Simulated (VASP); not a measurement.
A convergence study with VASP on PbTe: one setting is varied, all else stays as given below, so the limit is that of these other settings.

```yaml
crystal:
  lattice:
    - [4.55421, 0.00000, 0.00000]
    - [-4.55421, 4.55421, 0.00000]
    - [0.00000, 0.00000, 23.66092]
  atoms:
    - { symbol: Pb, position: [0.00000, 0.00000, 0.43195] }
    - { symbol: Pb, position: [0.00000, 0.50000, 0.29585] }
    - { symbol: Pb, position: [0.00000, 0.00000, 0.70415] }
    - { symbol: Pb, position: [0.00000, 0.50000, 0.56805] }
    - { symbol: Te, position: [0.00000, 0.50000, 0.43195] }
    - { symbol: Te, position: [0.00000, 0.00000, 0.29585] }
    - { symbol: Te, position: [0.00000, 0.50000, 0.70415] }
    - { symbol: Te, position: [0.00000, 0.00000, 0.56805] }
```

Level of theory: PBE GGA, VASP's PBE PAW potentials (set 64) (plane waves; VASP). The tightest run used: 300 eV cut-off, 12×12×1 Γ-centred mesh, Fermi-Dirac smearing of 0.050 eV, potentials Pb_d Te.

Unless said otherwise, spin-orbit coupling is left out, though it shifts the bands of the heavy elements here. Gaps are read on the run's mesh, which can miss a band edge.

Problem. The settings run are 2×2×1 mesh; 3×3×1 mesh; 4×4×1 mesh; 5×5×1 mesh; 6×6×1 mesh; 8×8×1 mesh; 9×9×1 mesh; 10×10×1 mesh; 12×12×1 mesh. From which on does the energy per atom stay within 0.001 eV/atom of the tightest run?

Solution. From 5×5×1 mesh on: it is off by 0.0001 there and by no more than 0.001 in any finer run, while 4×4×1 mesh is off by 0.0024.
```json
[
 {"setting": "2×2×1 mesh", "E (eV/atom)": "-3.3330", "gap on the mesh (eV)": "1.130", "irreducible k-points": "3", "difference judged (eV/atom)": "0.3522"},
 {"setting": "3×3×1 mesh", "E (eV/atom)": "-3.7088", "gap on the mesh (eV)": "1.216", "irreducible k-points": "3", "difference judged (eV/atom)": "0.0235"},
 {"setting": "4×4×1 mesh", "E (eV/atom)": "-3.6829", "gap on the mesh (eV)": "1.166", "irreducible k-points": "6", "difference judged (eV/atom)": "0.0024"},
 {"setting": "5×5×1 mesh", "E (eV/atom)": "-3.6854", "gap on the mesh (eV)": "1.088", "irreducible k-points": "6", "difference judged (eV/atom)": "0.0001"},
 {"setting": "6×6×1 mesh", "E (eV/atom)": "-3.6856", "gap on the mesh (eV)": "1.112", "irreducible k-points": "10", "difference judged (eV/atom)": "0.0003"},
 {"setting": "8×8×1 mesh", "E (eV/atom)": "-3.6852", "gap on the mesh (eV)": "1.090", "irreducible k-points": "15", "difference judged (eV/atom)": "0.0000"},
 {"setting": "9×9×1 mesh", "E (eV/atom)": "-3.6853", "gap on the mesh (eV)": "1.065", "irreducible k-points": "15", "difference judged (eV/atom)": "0.0001"},
 {"setting": "10×10×1 mesh", "E (eV/atom)": "-3.6853", "gap on the mesh (eV)": "1.088", "irreducible k-points": "21", "difference judged (eV/atom)": "0.0000"},
 {"setting": "12×12×1 mesh", "E (eV/atom)": "-3.6853", "gap on the mesh (eV)": "1.095", "irreducible k-points": "28", "difference judged (eV/atom)": "0.0000"}
]
```

Left out are rungs that failed or repeat a setting and relaxations that didn't move; long series are thinned to 24 rows.

The cell is a sheet or thin cut with vacuum, built from a generated structure.
